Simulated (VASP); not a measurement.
Level of theory: r2SCAN meta-GGA, VASP's PBE PAW potentials (set 64) (plane waves; VASP).

VASP ran on this input.

### POSCAR
```
PtSe2
1.0
  0.0000000000   3.1025443576   3.1025443576
  3.1025443576   0.0000000000   3.1025443576
  3.1025443576   3.1025443576   0.0000000000
Pt Se
1 2
Direct
  0.0000000000   0.0000000000   0.0000000000
  0.2500000000   0.2500000000   0.2500000000
  0.7500000000   0.7500000000   0.7500000000
```

### KPOINTS
```
Automatic mesh
0
Gamma
8 8 8
0 0 0
```

**INCAR**
```
SYSTEM = PtSe2
PREC = Accurate
ENCUT = 400
EDIFF = 1E-6
NELM = 100
ALGO = Normal
LREAL = .FALSE.
LASPH = .TRUE.
ISMEAR = 1
SIGMA = 0.1
METAGGA = R2SCAN
LMIXTAU = .TRUE.
LMAXMIX = 6
LWAVE = .FALSE.
LCHARG = .FALSE.
IBRION = 2
ISIF = 3
NSW = 60
EDIFFG = -0.02
```

POTCAR, in this order: Pt Se (PBE.64 set). Program: vasp_std.

What VASP printed:

### OSZICAR
```
       N       E                     dE             d eps       ncg     rms          rms(c)
DAV:   1     0.288682451050E+02    0.28868E+02   -0.89391E+03   894   0.106E+03
DAV:   2    -0.814955371067E+02   -0.11036E+03   -0.10796E+03  1136   0.218E+02
DAV:   3    -0.857365994664E+02   -0.42411E+01   -0.42021E+01  1024   0.456E+01
DAV:   4    -0.857707867041E+02   -0.34187E-01   -0.33965E-01  1115   0.442E+00
DAV:   5    -0.857712059438E+02   -0.41924E-03   -0.41924E-03  1039   0.460E-01    0.129E+01
DAV:   6    -0.799608904997E+02    0.58103E+01   -0.93300E+00   919   0.269E+01    0.127E+01
DAV:   7    -0.795998979484E+02    0.36099E+00   -0.13233E+00   891   0.123E+01    0.627E+00
DAV:   8    -0.795871129583E+02    0.12785E-01   -0.57914E-01   933   0.617E+00    0.188E+00
DAV:   9    -0.795681051013E+02    0.19008E-01   -0.12960E-01   891   0.357E+00    0.506E-01
DAV:  10    -0.795982952455E+02   -0.30190E-01   -0.21851E-02   870   0.121E+00    0.278E-01
DAV:  11    -0.795965298685E+02    0.17654E-02   -0.73605E-03   898   0.792E-01    0.978E-02
DAV:  12    -0.795995010949E+02   -0.29712E-02   -0.16345E-03   968   0.320E-01    0.293E-02
DAV:  13    -0.795994818422E+02    0.19253E-04   -0.20010E-04  1116   0.124E-01    0.308E-02
DAV:  14    -0.795995122842E+02   -0.30442E-04   -0.80141E-05   954   0.761E-02    0.576E-03
DAV:  15    -0.795995232074E+02   -0.10923E-04   -0.88356E-06   948   0.270E-02    0.186E-03
DAV:  16    -0.795995238144E+02   -0.60703E-06   -0.61060E-07   540   0.666E-03
   1 F= -.79599524E+02 E0= -.79599166E+02  d E =-.795995E+02
       N       E                     dE             d eps       ncg     rms          rms(c)
DAV:   1    -0.800296388093E+02   -0.43012E+00   -0.92214E+00   891   0.268E+01    0.507E+00
DAV:   2    -0.797361845855E+02    0.29345E+00   -0.28708E+00   898   0.166E+01    0.465E+00
DAV:   3    -0.796075465488E+02    0.12864E+00   -0.48868E-01   877   0.638E+00    0.132E+00
DAV:   4    -0.795938696813E+02    0.13677E-01   -0.90062E-02   884   0.246E+00    0.971E-01
DAV:   5    -0.795907264262E+02    0.31433E-02   -0.16274E-02   891   0.105E+00    0.143E-01
DAV:   6    -0.795916897312E+02   -0.96331E-03   -0.92343E-03   870   0.722E-01    0.119E-01
DAV:   7    -0.795938187424E+02   -0.21290E-02   -0.13741E-03   870   0.276E-01    0.341E-02
DAV:   8    -0.795939067668E+02   -0.88024E-04   -0.64499E-05  1018   0.635E-02    0.825E-03
DAV:   9    -0.795939158553E+02   -0.90885E-05   -0.10782E-05   940   0.285E-02    0.440E-03
DAV:  10    -0.795939184391E+02   -0.25839E-05   -0.36175E-06   831   0.201E-02    0.281E-03
DAV:  11    -0.795939197682E+02   -0.13291E-05   -0.61610E-07   477   0.866E-03    0.155E-03
DAV:  12    -0.795939197446E+02    0.23653E-07   -0.17294E-07   456   0.400E-03
   2 F= -.79593920E+02 E0= -.79593044E+02  d E =0.560407E-02
       N       E                     dE             d eps       ncg     rms          rms(c)
DAV:   1    -0.797588324892E+02   -0.16491E+00   -0.27402E+00   877   0.148E+01    0.287E+00
DAV:   2    -0.796977812303E+02    0.61051E-01   -0.13582E+00   898   0.102E+01    0.286E+00
DAV:   3    -0.796187332454E+02    0.79048E-01   -0.20424E-01   877   0.458E+00    0.812E-01
DAV:   4    -0.796145221784E+02    0.42111E-02   -0.69674E-02   884   0.174E+00    0.433E-01
DAV:   5    -0.796136790359E+02    0.84314E-03   -0.13484E-02   878   0.113E+00    0.193E-01
DAV:   6    -0.796125061734E+02    0.11729E-02   -0.28401E-03   913   0.450E-01    0.128E-01
DAV:   7    -0.796139243709E+02   -0.14182E-02   -0.22933E-03   878   0.427E-01    0.543E-02
DAV:   8    -0.796140867726E+02   -0.16240E-03   -0.20898E-04   898   0.111E-01    0.238E-02
DAV:   9    -0.796140871974E+02   -0.42484E-06   -0.14056E-06   894   0.867E-03
   3 F= -.79614087E+02 E0= -.79613499E+02  d E =-.145634E-01
```

**OUTCAR**
```
------------------------ aborting loop because EDIFF is reached ----------------------------------------
  FORCE on cell =-STRESS in cart. coord.  units (eV):
  Direction    XX          YY          ZZ          XY          YZ          ZX
  --------------------------------------------------------------------------------------
  Total        0.0130460      0.0130460      0.0130460     -0.0000000      0.0000000      0.0000000
  in kB        0.3411701      0.3411701      0.3411701     -0.0000000      0.0000000      0.0000000
  external PRESSURE =       0.3411701 kB  Pullay stress =       0.0000000 kB
  volume of cell :       61.27
      direct lattice vectors                 reciprocal lattice vectors
     0.000000000  3.128929791  3.128929791    -0.159799047  0.159799047  0.159799047
     3.128929791  0.000000000  3.128929791     0.159799047 -0.159799047  0.159799047
     3.128929791  3.128929791  0.000000000     0.159799047  0.159799047 -0.159799047
 POSITION                                       TOTAL-FORCE (eV/Angst)
 -----------------------------------------------------------------------------------
      0.00000      0.00000      0.00000         0.000000     -0.000000     -0.000000
      1.56446      1.56446      1.56446        -0.000000     -0.000000     -0.000000
      4.69339      4.69339      4.69339         0.000000      0.000000      0.000000
 -----------------------------------------------------------------------------------
    total drift:                                0.000000     -0.000000     -0.000000
  FREE ENERGIE OF THE ION-ELECTRON SYSTEM (eV)
  ---------------------------------------------------
  free  energy   TOTEN  =       -79.6140871974 eV

  energy  without entropy=      -79.6123239587  energy(sigma->0) =      -79.61349945

 reached required accuracy - stopping structural energy minimisation
```
(Selected blocks of OUTCAR.)

### CONTCAR
```
PtSe2
   1.00000000000000
     0.0000000000000000    3.1289297913886056    3.1289297913886056
     3.1289297913886056    0.0000000000000000    3.1289297913886056
     3.1289297913886056    3.1289297913886056    0.0000000000000000
  Pt              Se
     1     2
Direct
     0.0000000000000000    0.0000000000000000    0.0000000000000000
     0.2500000000000000    0.2500000000000000    0.2500000000000000
     0.7500000000000000    0.7500000000000000    0.7500000000000000
```

Energy and stress use the plane-wave basis of the starting cell.

The structure was generated: PtSe2 was put into the fluorite type (Fm-3m), which need not be its known phase. This run relaxes it. Symmetry was kept, so distortions that lower it aren't found. The start is the result of an earlier pass.
